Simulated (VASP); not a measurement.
A VASP calculation is set up with these files.

### INCAR
```
SYSTEM = SnO2
PREC = Accurate
ENCUT = 400
EDIFF = 1E-6
NELM = 100
ALGO = Normal
LREAL = .FALSE.
LASPH = .TRUE.
ISMEAR = 0
SIGMA = 0.01
GGA = PS
LMAXMIX = 4
LWAVE = .FALSE.
LCHARG = .FALSE.
ISIF = 2
```

**KPOINTS**
```
Regular mesh
0
G
5 5 7
0 0 0
```

File POSCAR:
```
SnO2
1
    4.7913520000     0.0000000000     0.0000000000
    0.0000000000     4.8699870000     0.0000000000
    0.0000000000     0.0000000000     3.2431690000
Sn O
2 4
Direct
  0.5000000000   0.5000000000   0.5000000000
  0.0000000000   0.0000000000   0.0000000000
  0.2918500000   0.3210400000   0.0000000000
  0.7081500000   0.6789600000   0.0000000000
  0.7918500000   0.1789600000   0.5000000000
  0.2081500000   0.8210400000   0.5000000000
```

POTCAR, in this order: Sn_d O (PBE.64 set). Program: vasp_std.

Question: Write an equivalent input for Quantum ESPRESSO's pw.x.

Answer: One equivalent input (not run):
```
&CONTROL
  calculation = 'scf'
  pseudo_dir = './pseudo'
  outdir = './out'
  tprnfor = .true.
  tstress = .true.
/
&SYSTEM
  ibrav = 0
  nat = 6
  ntyp = 2
  ecutwfc = 84
  occupations = 'smearing'
  smearing = 'gaussian'
  degauss = 0.000735
  input_dft = 'pbesol'
/
&ELECTRONS
  conv_thr = 7.3e-08
  electron_maxstep = 100
/
ATOMIC_SPECIES
  Sn 118.710 Sn.upf
  O 15.999 O.upf
CELL_PARAMETERS angstrom
     4.7913520    0.0000000    0.0000000
     0.0000000    4.8699870    0.0000000
     0.0000000    0.0000000    3.2431690
ATOMIC_POSITIONS crystal
  Sn   0.5000000  0.5000000  0.5000000
  Sn   0.0000000  0.0000000  0.0000000
  O    0.2918500  0.3210400  0.0000000
  O    0.7081500  0.6789600  0.0000000
  O    0.7918500  0.1789600  0.5000000
  O    0.2081500  0.8210400  0.5000000
K_POINTS automatic
  5 5 7 0 0 0
```
The two are equivalent in intent, not identical: the potentials are each code's own (VASP's PAW set, PseudoDojo norm-conserving files in pw.x), so ENCUT and ecutwfc are chosen apart and not converted; conv_thr bounds pw.x's estimated SCF error, while EDIFF bounds the energy change between steps.

The structure comes from a computed database's SnO2 entry (Pnnm); how it stands against other phases isn't given here. The cell was not relaxed at this level.
